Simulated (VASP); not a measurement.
A VASP calculation is set up with these files.

### INCAR
```
EDIFFG = -0.02   # ionic stop
LREAL = .False.   # projection in real space or not
ISIF = 3   # ions, shape and volume
SIGMA = 0.05   # width (eV)
SYSTEM = KF
NSW = 40   # most ionic steps
LASPH = .True.
PSTRESS = 50
EDIFF = 1E-6   # SCF stop (eV)
ENCUT = 620
ISMEAR = 0
IBRION = 2   # conjugate gradients
PREC = Accurate
LWAVE = .False.
NELM = 100
ALGO = Normal
LCHARG = .False.
GGA = PE   # PBE
```

POSCAR:
```
KF
1.0
  0.0000000000   2.7103066905   2.7103066905
  2.7103066905   0.0000000000   2.7103066905
  2.7103066905   2.7103066905   0.0000000000
K F
1 1
Cart
  0.0000000000   0.0000000000   0.0000000000
  2.7103066905   2.7103066905   2.7103066905
```

**KPOINTS**
```
kpoints
0
G
 8 8 8
```

POTCAR, in this order: K_sv F (PBE.64 set). Program: vasp_std.

### Question
Write an equivalent input for Ansatz.

### Answer
One equivalent input (not run):
Ansatz 0.2 input:
```yaml
crystal:
  lattice:
    - [0.0000000, 2.7103067, 2.7103067]
    - [2.7103067, 0.0000000, 2.7103067]
    - [2.7103067, 2.7103067, 0.0000000]
  atoms:
    - { symbol: K, position: [0.0000000, 0.0000000, 0.0000000] }
    - { symbol: F, position: [0.5000000, 0.5000000, 0.5000000] }
kpoints:
  mp_grid: { grid: [8, 8, 8] }
hamiltonian:
  xc: pbe
  pseudopotentials: { kind: paw }
scf:
  occupations: { method: gaussian, width: 0.05 }
  max_iter: 100
relax:
  max_steps: 40
  f_tol: 0.02
  cell: { p_target: 5 }
output: { forces: true, stress: true, eigenvalues: true }
```
Limits of the translation: each code has its own PAW files, so the cut-off isn't converted (ENCUT is set for VASP's; basis.ecutwfc is left out, and Ansatz then takes the one that its files recommend); Ansatz stops its SCF on the density residual and VASP on the energy change (EDIFF).

The compound is KF in the rock salt structure. This run relaxes it under an external pressure of 5 GPa. Symmetry was kept, so distortions that lower it aren't found.
